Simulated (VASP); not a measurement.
Energy against volume of KTaO3 (cubic perovskite). Method: RPBE GGA, VASP's PBE PAW potentials (set 64) (plane waves; VASP). Run with 520 eV cut-off, 6×6×6 Γ-centred mesh, Gaussian smearing of 0.050 eV, potentials K_sv Ta_pv O.

```tsv
V (Å³/atom)	E (eV/atom)
12.577	-7.79226
12.979	-7.81512
13.380	-7.82233
13.781	-7.81631
```

Fit these four points and predict the energy of the run at 14.183 Å³/atom.

A cubic in V^(−2/3), the third-order Birch-Murnaghan form, passes through the four points with V0 = 13.39 Å³/atom and B0 = 176 GPa, and gives -7.7990 eV/atom there. The run gave -7.7991 eV/atom, -0.1 meV/atom from the fit; all five points give B0 = 175 GPa.

The compound is KTaO3 in the cubic perovskite structure. It was relaxed first, which changed the volume by +5 %.
